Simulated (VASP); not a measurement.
```
CELL_PARAMETERS angstrom
      0.00000     2.28594     2.28594
      2.28594     0.00000     2.28594
      2.28594     2.28594     0.00000
ATOMIC_POSITIONS crystal
  Na 0.00000 0.00000 0.00000
  F  0.50000 0.50000 0.50000
```

These are r2SCAN meta-GGA, VASP's PBE PAW potentials (set 64) (plane waves; VASP) values and carry that method's errors. Run with 520 eV cut-off, 13×13×13 Γ-centred mesh, Gaussian smearing of 0.010 eV, potentials Na_pv F.

### Question
Estimate the energy per atom (σ→0), band gap (on the k-mesh) with the smallest direct gap where there is one.

### Answer

The band gap (on the k-mesh) is 7.41 eV and the smallest direct gap (on the k-mesh) comes out as 7.41 eV. The energy per atom (σ→0) is -6302 meV/atom.

The compound is NaF in the rock salt structure. It was relaxed first.
